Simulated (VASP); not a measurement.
Consider the following.

```
BiB
1.0
    0.00000     2.80409     2.80409
    2.80409     0.00000     2.80409
    2.80409     2.80409     0.00000
Bi B
1 1
Direct
  0.25000   0.25000   0.25000
  0.00000   0.00000   0.00000
```

Level of theory: r2SCAN meta-GGA, VASP's PBE PAW potentials (set 64) (plane waves; VASP 6.6.1). Settings: 520 eV cut-off, 10×10×10 Γ-centred mesh, first-order Methfessel-Paxton smearing of 0.10 eV, potentials Bi_d B.

Energy and stress use the plane-wave basis of the starting cell.

### Question
The ions, cell shape and volume are relaxed. Which structure does the run end with?

### Answer

```
BiB
1.0
    0.00000     2.74461     2.74461
    2.74461     0.00000     2.74461
    2.74461     2.74461     0.00000
Bi B
1 1
Direct
  0.25000   0.25000   0.25000
  0.00000   0.00000   0.00000
```
Space group F-43m (216), at a tolerance of 0.03 Å.

### Question
How do energy and volume change from the first to the last step?

### Answer
The energy (σ→0) changes by -20.1 meV/atom and the volume by -6.2 %, in 3 ionic steps.

The structure was generated: BiB was put into the zincblende type (F-43m), which need not be its known phase. This run relaxes it. Symmetry was kept, so distortions that lower it aren't found.
